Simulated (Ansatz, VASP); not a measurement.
# LaBr4 in VASP and in Ansatz

```
Br La
1.0
     4.34870    4.56644    0.00000
     4.34870   -4.56644    0.00000
     0.00000    0.00000   -3.90500
Br La
4 1
Cartesian
  4.3487 -2.8367 -1.9525
  4.3487 2.8367 -1.9525
  2.4805 0.0000 0.0000
  6.2169 0.0000 0.0000
  0.0000 0.0000 0.0000
```

The cell was built by a generator and needn't be a form met in nature.

Alike in both runs: task single point; functional PBE; k mesh 3 × 3 × 5; occupations fermi-dirac, width 0.0599 eV; no spin polarisation.

|  | VASP | Ansatz |
| --- | --- | --- |
| version | VASP 6.6.1 | Ansatz 0.2.0 |
| potentials or method | VASP PAW PBE potentials, release 64 (Br, La) | PAW plane waves |
| plane-wave cutoff (eV) | 520 | 420 |
| valence electrons in the cell | 39 | 39 |

Ansatz gave:

```
gap on the k mesh at the Fermi level (eV)       : none
pressure (GPa)                                  : 19.7
largest component of the traceless stress (GPa) : 3.49
rms of the force components (eV/Å)              : 2.187
```

Task: Estimate VASP's values.

Result: gap on the k mesh at the Fermi level (eV): none; pressure (GPa): 19.7; largest component of the traceless stress (GPa): 3.50; rms of the force components (eV/Å): 2.189.

A gap of «none» marks a metal or a gap that the smearing closes.

Caveats: so large a pressure means that the cell lies far from this level's equilibrium, or that cutoff or potentials fall short (VASP); an odd number of electrons without spin polarisation forces a metal; a magnetic or distorted state may lie lower. Spin-orbit coupling is left out, which matters for the levels of La.
